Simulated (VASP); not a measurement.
OSZICAR of a VASP run on TaN (relaxed from the CsCl structure, space group Pm-3m):

OSZICAR:
```
       N       E                     dE             d eps       ncg     rms          rms(c)
DAV:   1     0.542133855403E+02    0.54213E+02   -0.92471E+03   840   0.139E+03
DAV:   2    -0.611300797322E+02   -0.11534E+03   -0.10958E+03  1008   0.338E+02
DAV:   3    -0.652100021811E+02   -0.40799E+01   -0.39903E+01  1048   0.611E+01
DAV:   4    -0.652732157556E+02   -0.63214E-01   -0.63056E-01   972   0.662E+00
DAV:   5    -0.652742959935E+02   -0.10802E-02   -0.10790E-02  1044   0.673E-01    0.166E+01
DAV:   6    -0.579212551773E+02    0.73530E+01   -0.82542E+00   976   0.299E+01    0.630E+00
DAV:   7    -0.582474443330E+02   -0.32619E+00   -0.48406E-01   900   0.704E+00    0.402E+00
DAV:   8    -0.580969612663E+02    0.15048E+00   -0.30824E-01   852   0.738E+00    0.581E-01
DAV:   9    -0.582730321421E+02   -0.17607E+00   -0.14380E-01   852   0.497E+00    0.506E-01
DAV:  10    -0.582793901172E+02   -0.63580E-02   -0.21131E-02   996   0.130E+00    0.249E-01
DAV:  11    -0.582742913970E+02    0.50987E-02   -0.15642E-02   992   0.136E+00    0.256E-01
DAV:  12    -0.582770778620E+02   -0.27865E-02   -0.58660E-03   968   0.855E-01    0.765E-02
DAV:  13    -0.582774083661E+02   -0.33050E-03   -0.90692E-04   912   0.292E-01    0.110E-02
DAV:  14    -0.582774523770E+02   -0.44011E-04   -0.46284E-05   940   0.683E-02    0.763E-03
DAV:  15    -0.582774535708E+02   -0.11938E-05   -0.27785E-06   944   0.194E-02    0.467E-03
DAV:  16    -0.582774534007E+02    0.17016E-06   -0.21135E-06   692   0.142E-02
   1 F= -.58277453E+02 E0= -.58276764E+02  d E =-.582775E+02
       N       E                     dE             d eps       ncg     rms          rms(c)
DAV:   1    -0.664154397577E+02   -0.81380E+01   -0.30459E+02   840   0.215E+02    0.377E+01
DAV:   2    -0.586583813519E+02    0.77571E+01   -0.11547E+01   876   0.465E+01    0.157E+01
DAV:   3    -0.567577749404E+02    0.19006E+01   -0.45188E+00   900   0.321E+01    0.409E+00
DAV:   4    -0.570237340420E+02   -0.26596E+00   -0.27079E-01   952   0.728E+00    0.271E+00
DAV:   5    -0.570438567644E+02   -0.20123E-01   -0.20254E-01   996   0.418E+00    0.117E+00
DAV:   6    -0.570313496872E+02    0.12507E-01   -0.26413E-02  1068   0.176E+00    0.369E-01
DAV:   7    -0.570485864578E+02   -0.17237E-01   -0.12945E-02   900   0.138E+00    0.290E-01
DAV:   8    -0.570487734121E+02   -0.18695E-03   -0.16311E-03   880   0.659E-01    0.102E-01
DAV:   9    -0.570493705322E+02   -0.59712E-03   -0.14824E-03   904   0.399E-01    0.975E-02
DAV:  10    -0.570496138172E+02   -0.24328E-03   -0.23487E-04   916   0.172E-01    0.115E-02
DAV:  11    -0.570496167091E+02   -0.28920E-05   -0.97632E-06   964   0.368E-02    0.336E-03
DAV:  12    -0.570496169916E+02   -0.28241E-06   -0.24880E-07   432   0.597E-03
   2 F= -.57049617E+02 E0= -.57049014E+02  d E =0.122784E+01
       N       E                     dE             d eps       ncg     rms          rms(c)
DAV:   1    -0.620760350610E+02   -0.50264E+01   -0.16489E+02   840   0.186E+02    0.240E+01
DAV:   2    -0.590478795490E+02    0.30282E+01   -0.53199E+00   872   0.239E+01    0.104E+01
DAV:   3    -0.584439215581E+02    0.60396E+00   -0.21850E+00   908   0.192E+01    0.180E+00
DAV:   4    -0.585687381315E+02   -0.12482E+00   -0.16451E-01   968   0.409E+00    0.108E+00
DAV:   5    -0.586384428703E+02   -0.69705E-01   -0.14786E-01   996   0.299E+00    0.712E-01
DAV:   6    -0.586137429687E+02    0.24700E-01   -0.29532E-02   980   0.200E+00    0.285E-01
DAV:   7    -0.586395528271E+02   -0.25810E-01   -0.20456E-02   876   0.162E+00    0.319E-01
DAV:   8    -0.586395548737E+02   -0.20466E-05   -0.45512E-03   968   0.731E-01    0.951E-02
DAV:   9    -0.586401821557E+02   -0.62728E-03   -0.14946E-03   908   0.374E-01    0.778E-02
DAV:  10    -0.586401791363E+02    0.30194E-05   -0.27841E-04   912   0.161E-01    0.142E-02
DAV:  11    -0.586402330182E+02   -0.53882E-04   -0.27239E-05   960   0.575E-02    0.161E-02
DAV:  12    -0.586402380491E+02   -0.50309E-05   -0.14098E-05   936   0.363E-02    0.291E-03
DAV:  13    -0.586402386030E+02   -0.55398E-06   -0.85491E-07   428   0.104E-02
   3 F= -.58640239E+02 E0= -.58638867E+02  d E =-.362785E+00
       N       E                     dE             d eps       ncg     rms          rms(c)
DAV:   1    -0.586447006613E+02   -0.44626E-02   -0.10755E-01   840   0.430E+00    0.582E-01
DAV:   2    -0.586423794209E+02    0.23212E-02   -0.39308E-03   860   0.674E-01    0.228E-01
DAV:   3    -0.586419526635E+02    0.42676E-03   -0.15048E-03   944   0.520E-01    0.658E-02
DAV:   4    -0.586419801797E+02   -0.27516E-04   -0.18649E-04   984   0.139E-01    0.388E-02
DAV:   5    -0.586419960649E+02   -0.15885E-04   -0.10576E-04  1000   0.800E-02    0.243E-02
DAV:   6    -0.586419933358E+02    0.27292E-05   -0.23656E-05   980   0.474E-02    0.601E-03
DAV:   7    -0.586419960476E+02   -0.27118E-05   -0.43788E-06   864   0.273E-02    0.584E-03
DAV:   8    -0.586419973726E+02   -0.13250E-05   -0.10157E-06   428   0.126E-02    0.291E-03
DAV:   9    -0.586419970051E+02    0.36753E-06   -0.11670E-06   512   0.933E-03
   4 F= -.58641997E+02 E0= -.58640587E+02  d E =-.364544E+00
       N       E                     dE             d eps       ncg     rms          rms(c)
DAV:   1    -0.586426209305E+02   -0.62356E-03   -0.18286E-02   840   0.178E+00    0.241E-01
DAV:   2    -0.586422288064E+02    0.39212E-03   -0.66714E-04   860   0.278E-01    0.948E-02
DAV:   3    -0.586421572370E+02    0.71569E-04   -0.25640E-04   944   0.215E-01    0.271E-02
DAV:   4    -0.586421626268E+02   -0.53898E-05   -0.31732E-05   984   0.569E-02    0.159E-02
DAV:   5    -0.586421663395E+02   -0.37128E-05   -0.18407E-05  1000   0.334E-02    0.101E-02
DAV:   6    -0.586421662227E+02    0.11689E-06   -0.40287E-06   884   0.196E-02
   5 F= -.58642166E+02 E0= -.58640744E+02  d E =-.364713E+00
```

Which electronic solver shows in the log?

It is blocked Davidson (ALGO = Normal, or the opening steps of other solvers). The INCAR had ALGO = Normal.

Can the final energy be trusted as converged?

The calculation finished and met its thresholds. It stopped with EDIFF = 1E-6, NELM = 100, NSW = 60 and EDIFFG = -0.01 after 5 ionic steps (r2SCAN meta-GGA, plane waves, VASP's PBE PAW potentials (set 64)). Energy and stress use the plane-wave basis of the starting cell.

The structure was generated: TaN was put into the CsCl type (Pm-3m), which need not be its known phase. This run relaxes it. Symmetry was kept, so distortions that lower it aren't found.
